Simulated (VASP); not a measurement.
A convergence study with VASP on InP (zinc blende): one setting is varied, all else stays as given below, so the limit is that of these other settings.

```yaml
crystal:
  lattice:
    - [0.00000, 2.93500, 2.93500]
    - [2.93500, 0.00000, 2.93500]
    - [2.93500, 2.93500, 0.00000]
  atoms:
    - { symbol: In, position: [0.00000, 0.00000, 0.00000] }
    - { symbol: P, position: [0.25000, 0.25000, 0.25000] }
```

The numbers are results of LDA (Ceperley-Alder, Perdew-Zunger), VASP's LDA PAW potentials (set 64) (plane waves; VASP), not measurements. The tightest run used: 550 eV cut-off, 17×17×17 Γ-centred mesh, Gaussian smearing of 0.050 eV, potentials In_d P.

| setting | E (eV/atom) | pressure (GPa) | irreducible k-points |
|---|---|---|---|
| 1×1×1 mesh | 2.8745 | 54.05 | 1 |
| 2×2×2 mesh | -3.8763 | 2.39 | 3 |
| 3×3×3 mesh | -4.6201 | -0.69 | 4 |

### Question
These are the cheaper rows. Estimate the results at 17×17×17 mesh, and how far the last row shown lies from them.

### Answer

| quantity | tightest run | last row shown is off by |
|---|---|---|
| E (eV/atom) | -4.8350 | 0.2149 |
| pressure (GPa) | -1.47 | 0.78 |

Left out are rungs that failed or repeat a setting and relaxations that didn't move; long series are thinned to 24 rows.

The compound is InP in the zinc blende structure. The cell was not relaxed at this level.
